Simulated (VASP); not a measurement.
The system is MoS2.

```
Mo S
1.0
     3.16100    0.00000    0.00000
    -1.58050    2.73751    0.00000
     0.00000    0.00000   11.68025
Mo S
2 4
Direct
  0.33333 0.66667 0.25000
  0.66667 0.33333 0.75000
  0.66667 0.33333 0.38399
  0.66667 0.33333 0.11601
  0.33333 0.66667 0.88399
  0.33333 0.66667 0.61601
```

The cell was built by a generator and needn't be a form met in nature.

Base run:

| Property | Result |
| --- | --- |
| Program | VASP 6.6.1 |
| Functional | optB86b-vdW |
| Potentials or basis | VASP PAW PBE potentials, release 64 (Mo_sv, S) |
| Cutoff | 520 eV |
| k mesh | 8 × 8 × 2 |
| Occupations | fermi-dirac, width 0.05 eV |
| Spin | no spin polarisation |

Its results: band gap on the k mesh 0.67 eV, indirect (least direct gap 1.87 eV); pressure 2.1 GPa; largest force 0.104 eV/Å.

The run is repeated on the same cell with these changes: functional from optB86b-vdW to vdW-DF2. What comes out?

Band gap on the k mesh 0.70 eV, indirect (least direct gap 1.88 eV); pressure 15.8 GPa; largest force 0.554 eV/Å.

Caveats: the PAW data sets were made with another functional, which shifts forces and pressure a little (some runs); so large a pressure means that the cell lies far from this level's equilibrium, or that cutoff or potentials fall short (some runs); the potentials were made for another functional, which shifts forces and pressure (some runs).

A k mesh can miss the band edges.

Not every run made on this cell is shown here.
